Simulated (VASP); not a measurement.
Data:

```yaml
crystal:
  lattice:
    - [0.00000, 2.73000, 2.73000]
    - [2.73000, 0.00000, 2.73000]
    - [2.73000, 2.73000, 0.00000]
  atoms:
    - { symbol: Al, position: [0.00000, 0.00000, 0.00000] }
    - { symbol: P, position: [0.25000, 0.25000, 0.25000] }
```

Method: G0W0 on PBE orbitals, VASP's PBE PAW potentials (set 64) (plane waves; VASP). Run with PREC = Normal, 350 eV cut-off, 6×6×6 Γ-centred mesh, Gaussian smearing of 0.010 eV, potentials Al_GW P_GW.

The mesh is coarse and the basis finite, so the quasiparticle values are not converged.

NBANDS = 128, ENCUTGW = 180 eV, NOMEGA = 64. The PBE levels (eV) that the step starts from are:

| state | KS energy | filling |
|---|---|---|
| k1 (0.00, 0.00, 0.00), band 1 | -7.64 | 2 |
| k1 (0.00, 0.00, 0.00), band 2 | 3.87 | 2 |
| k1 (0.00, 0.00, 0.00), band 3 | 3.87 | 2 |
| k1 (0.00, 0.00, 0.00), band 4 | 3.87 | 2 |
| k1 (0.00, 0.00, 0.00), band 5 | 7.17 | 0 |
| k1 (0.00, 0.00, 0.00), band 6 | 8.43 | 0 |
| k1 (0.00, 0.00, 0.00), band 7 | 8.43 | 0 |
| k1 (0.00, 0.00, 0.00), band 8 | 8.43 | 0 |
| k3 (0.33, 0.00, 0.00), band 1 | -6.55 | 2 |
| k3 (0.33, 0.00, 0.00), band 2 | -0.47 | 2 |
| k3 (0.33, 0.00, 0.00), band 3 | 3.26 | 2 |
| k3 (0.33, 0.00, 0.00), band 4 | 3.26 | 2 |
| k3 (0.33, 0.00, 0.00), band 5 | 6.92 | 0 |
| k3 (0.33, 0.00, 0.00), band 6 | 8.91 | 0 |
| k3 (0.33, 0.00, 0.00), band 7 | 8.91 | 0 |
| k3 (0.33, 0.00, 0.00), band 8 | 11.80 | 0 |
| k6 (0.33, 0.17, 0.00), band 1 | -6.59 | 2 |
| k6 (0.33, 0.17, 0.00), band 2 | 0.26 | 2 |
| k6 (0.33, 0.17, 0.00), band 3 | 2.53 | 2 |
| k6 (0.33, 0.17, 0.00), band 4 | 2.70 | 2 |
| k6 (0.33, 0.17, 0.00), band 5 | 7.27 | 0 |
| k6 (0.33, 0.17, 0.00), band 6 | 8.83 | 0 |
| k6 (0.33, 0.17, 0.00), band 7 | 9.65 | 0 |
| k6 (0.33, 0.17, 0.00), band 8 | 10.28 | 0 |

Give the quasiparticle energies and renormalisation factors Z.

```
state                          QP energy (eV)     Z
-----------------------------  --------------  ----
k1 (0.00, 0.00, 0.00), band 1           -8.20  0.67
k1 (0.00, 0.00, 0.00), band 2            3.20  0.76
k1 (0.00, 0.00, 0.00), band 3            3.20  0.76
k1 (0.00, 0.00, 0.00), band 4            3.20  0.76
k1 (0.00, 0.00, 0.00), band 5            7.44  0.77
k1 (0.00, 0.00, 0.00), band 6            8.76  0.76
k1 (0.00, 0.00, 0.00), band 7            8.76  0.76
k1 (0.00, 0.00, 0.00), band 8            8.76  0.76
k3 (0.33, 0.00, 0.00), band 1           -7.08  0.68
k3 (0.33, 0.00, 0.00), band 2           -1.19  0.70
k3 (0.33, 0.00, 0.00), band 3            2.56  0.75
k3 (0.33, 0.00, 0.00), band 4            2.56  0.75
k3 (0.33, 0.00, 0.00), band 5            7.19  0.77
k3 (0.33, 0.00, 0.00), band 6            9.22  0.76
k3 (0.33, 0.00, 0.00), band 7            9.22  0.76
k3 (0.33, 0.00, 0.00), band 8           11.93  0.73
k6 (0.33, 0.17, 0.00), band 1           -7.12  0.67
k6 (0.33, 0.17, 0.00), band 2           -0.45  0.71
k6 (0.33, 0.17, 0.00), band 3            1.84  0.75
k6 (0.33, 0.17, 0.00), band 4            1.98  0.75
k6 (0.33, 0.17, 0.00), band 5            7.49  0.77
k6 (0.33, 0.17, 0.00), band 6            9.11  0.76
k6 (0.33, 0.17, 0.00), band 7            9.91  0.75
k6 (0.33, 0.17, 0.00), band 8           10.61  0.74
```
On the mesh the gap opens from 1.58 to 2.33 eV.

The compound is AlP in the zinc blende structure. The cell was not relaxed at this level.
